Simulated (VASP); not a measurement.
These are r2SCAN meta-GGA, VASP's PBE PAW potentials (set 64) (plane waves; VASP) values and carry that method's errors.

VASP input:

**INCAR**
```
! general
SYSTEM   =  PbS
PREC     =  Accurate
ENCUT    =  480
LREAL    =  .FALSE.
LASPH    =  .TRUE.

! electronic loop
EDIFF    =  1E-7
NELM     =  100
ALGO     =  Normal   ! blocked Davidson
LMAXMIX  =  4   ! l cut-off of mixed one-centre charges
LMIXTAU  =  .TRUE.

! smearing
ISMEAR   =  0   ! Gaussian
SIGMA    =  0.05

! functional
METAGGA  =  R2SCAN

! ions
IBRION   =  2
NSW      =  30
ISIF     =  2   ! forces and stress, cell fixed
EDIFFG   =  -0.01   ! ionic stop

! output
LWAVE    =  .FALSE.
LCHARG   =  .FALSE.
```

POSCAR:
```
PbS
1.0
  0.0447919396   2.9861293047   2.9861293047
  2.9861293047   0.0447919396   2.9861293047
  3.0309212443   3.0309212443   0.0000000000
Pb S
1 1
Cart
  0.0000000000   0.0000000000   0.0000000000
  3.0309212443   3.0309212443   2.9861293047
```

KPOINTS:
```
K-points
0
G
8 8 8
```

POTCAR, in this order: Pb_d S (PBE.64 set). Program: vasp_std.

The run wrote:

### OSZICAR
```
       N       E                     dE             d eps       ncg     rms          rms(c)
DAV:   1     0.983304900061E+02    0.98330E+02   -0.95466E+03  2684   0.144E+03
DAV:   2    -0.575636774420E+02   -0.15589E+03   -0.15218E+03  2810   0.356E+02
DAV:   3    -0.703725378480E+02   -0.12809E+02   -0.12552E+02  3500   0.106E+02
DAV:   4    -0.706971440679E+02   -0.32461E+00   -0.32440E+00  2988   0.199E+01
DAV:   5    -0.707100090054E+02   -0.12865E-01   -0.12865E-01  3844   0.387E+00    0.452E+00
DAV:   6    -0.654319702283E+02    0.52780E+01   -0.29589E+00  3260   0.329E+01    0.399E+00
DAV:   7    -0.654894131349E+02   -0.57443E-01   -0.72864E-01  2702   0.114E+01    0.218E+00
DAV:   8    -0.655047317688E+02   -0.15319E-01   -0.69477E-01  2672   0.709E+00    0.790E-01
DAV:   9    -0.656043069289E+02   -0.99575E-01   -0.18488E-01  2684   0.393E+00    0.660E-01
DAV:  10    -0.656059618883E+02   -0.16550E-02   -0.52320E-02  3008   0.236E+00    0.399E-01
DAV:  11    -0.656039831929E+02    0.19787E-02   -0.17080E-02  2690   0.113E+00    0.101E-01
DAV:  12    -0.656084774327E+02   -0.44942E-02   -0.22508E-03  2744   0.505E-01    0.961E-02
DAV:  13    -0.656088585603E+02   -0.38113E-03   -0.14129E-03  2906   0.417E-01    0.114E-01
DAV:  14    -0.656089501085E+02   -0.91548E-04   -0.32357E-04  3200   0.218E-01    0.308E-02
DAV:  15    -0.656090650446E+02   -0.11494E-03   -0.13256E-04  2888   0.148E-01    0.133E-02
DAV:  16    -0.656090662030E+02   -0.11584E-05   -0.37071E-05  2828   0.732E-02    0.485E-03
DAV:  17    -0.656090718764E+02   -0.56734E-05   -0.63283E-06  2846   0.335E-02    0.633E-03
DAV:  18    -0.656090715591E+02    0.31726E-06   -0.39371E-07  3428   0.691E-03    0.499E-03
DAV:  19    -0.656090718549E+02   -0.29576E-06   -0.17755E-07  2044   0.620E-03    0.155E-03
DAV:  20    -0.656090716542E+02    0.20072E-06   -0.15479E-07  2050   0.432E-03    0.657E-04
DAV:  21    -0.656090717130E+02   -0.58864E-07   -0.14025E-08  1498   0.156E-03
   1 F= -.65609072E+02 E0= -.65609072E+02  d E =-.656091E+02
```

**OUTCAR**
```
------------------------ aborting loop because EDIFF is reached ----------------------------------------
  FORCE on cell =-STRESS in cart. coord.  units (eV):
  Direction    XX          YY          ZZ          XY          YZ          ZX
  --------------------------------------------------------------------------------------
  Total        0.0185148      0.0185148      0.0104269     -0.2057011      0.0000000      0.0000000
  in kB        0.5571506      0.5571506      0.3137667     -6.1899772      0.0000000      0.0000000
  external PRESSURE =       0.4760226 kB  Pullay stress =       0.0000000 kB
  volume of cell :       53.24
      direct lattice vectors                 reciprocal lattice vectors
     0.044791940  2.986129305  2.986129305    -0.169990701  0.169990701  0.167440840
     2.986129305  0.044791940  2.986129305     0.169990701 -0.169990701  0.167440840
     3.030921244  3.030921244  0.000000000     0.164966345  0.164966345 -0.167440840
  FREE ENERGIE OF THE ION-ELECTRON SYSTEM (eV)
  ---------------------------------------------------
  free  energy   TOTEN  =       -65.6090717130 eV

  energy  without entropy=      -65.6090717130  energy(sigma->0) =      -65.60907171

 reached required accuracy - stopping structural energy minimisation
```
(Selected blocks of OUTCAR.)

File OUTCAR:
```
 val. band max:        5.4736501102   @ k =   0.0000   0.0000   0.5000

 cond. band min:       6.0206077662   @ k =   0.5000  -0.0000   0.0000


 Fermi energy:         5.7358859431

 k-point     1 :       0.0000    0.0000    0.0000
  band No.  band energies     occupation
      1     -11.9928      2.00000
      2     -11.9897      2.00000
      3     -11.9862      2.00000
      4     -11.9714      2.00000
      5     -11.9677      2.00000
      6      -8.5913      2.00000
      7      -0.7166      2.00000
      8       3.0995      2.00000
      9       3.2060      2.00000
     10       3.3218      2.00000
     11      10.9161      0.00000
     12      10.9208      0.00000
     13      10.9549      0.00000
     14      12.4270      0.00000

 k-point     2 :       0.1250   -0.0000    0.0000
  band No.  band energies     occupation
      1     -11.9904      2.00000
      2     -11.9852      2.00000
      3     -11.9837      2.00000
      4     -11.9726      2.00000
      5     -11.9716      2.00000
      6      -8.4576      2.00000
      7      -1.1664      2.00000
      8       3.1461      2.00000
      9       3.2773      2.00000
     10       3.6200      2.00000
     11       9.6968      0.00000
     12      10.1322      0.00000
     13      10.1329      0.00000
     14      12.5526      0.00000

 k-point     3 :       0.2500   -0.0000    0.0000
  band No.  band energies     occupation
      1     -11.9916      2.00000
      2     -11.9912      2.00000
      3     -11.9813      2.00000
      4     -11.9677      2.00000
      5     -11.9614      2.00000
      6      -8.0888      2.00000
      7      -2.1336      2.00000
      8       3.2774      2.00000
      9       3.3847      2.00000
     10       4.2696      2.00000
     11       8.0040      0.00000
     12       8.8608      0.00000
     13       8.9001      0.00000
     14      12.6946      0.00000

 k-point     4 :       0.3750    0.0000    0.0000
  band No.  band energies     occupation
...
```

Unless said otherwise, spin-orbit coupling is left out, though it shifts the bands of the heavy elements here.

The compound is PbS in the rock salt structure. This cell was strained or had an atom moved on purpose.
